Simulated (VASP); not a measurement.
Here is a VASP 6.6.1 calculation.

POSCAR

```
BiTeO3
1.0
    2.7754846700      4.8309386400     -0.0151888700
   -2.7849166000      4.8363844500     -0.0350265200
    0.0225095500     -3.2507388300      5.4743552600
O Bi Te
6 2 2
Direct
    0.5644920000      0.9687110000      0.7263100000
    0.1763450000      0.5685160000      0.7178130000
    0.9534620000      0.2016940000      0.7166510000
    0.4220060000      0.0570320000      0.2791240000
    0.8099690000      0.4508820000      0.2928540000
    0.0503790000      0.8082600000      0.2880680000
    0.3851790000      0.3422570000      0.1090670000
    0.6437790000      0.6068130000      0.8778010000
    0.1581910000      0.1769010000      0.4772080000
    0.8394480000      0.8250740000      0.5150500000
```

INCAR.step1

```
SYSTEM = BiTeO3
ALGO = Normal
EDIFF = 1E-4
ENCUT = 520
GGA = PE
ISMEAR = 1
LASPH = .True.
LCHARG = .False.
LREAL = .False.
LWAVE = .True.
NBANDS = 50
NELM = 100
PREC = Accurate
SIGMA = 0.016
```

The input INCAR.step2:

```
SYSTEM = BiTeO3
ALGO = Normal
EDIFF = 1E-6
ENCUT = 520
ISIF = 2
ISMEAR = 1
ISTART = 1
LASPH = .True.
LCHARG = .False.
LMIXTAU = .True.
LREAL = .False.
LWAVE = .False.
METAGGA = R2SCAN
NBANDS = 50
NELM = 100
PREC = Accurate
SIGMA = 0.016
```

Contents of KPOINTS:

```
Automatic mesh
0
Gamma
  4 4 4
  0 0.5 0
```

Potentials or basis: VASP PAW PBE potentials, release 64 (O, Bi_d, Te).

The run is started by

```bash
$ cat potpaw_PBE.64/O/POTCAR potpaw_PBE.64/Bi_d/POTCAR potpaw_PBE.64/Te/POTCAR > POTCAR
$ cp INCAR.step1 INCAR
$ mpirun -np 1 vasp_std > vasp.out
$ cp INCAR.step2 INCAR
$ mpirun -np 1 vasp_std > vasp.out
```

(1) Predict the band gap on the k mesh.

(2) Estimate the pressure.

(3) Predict the largest force.

Results:

(1) none (metal or under the smearing width).

(2) 24.7 GPa.

(3) 2.723 eV/Å.

Caveat: so large a pressure means that the cell lies far from this level's equilibrium, or that cutoff or potentials fall short; the potentials were made for another functional, which shifts forces and pressure; spin-orbit coupling is left out, which moves the levels of the heavy elements.
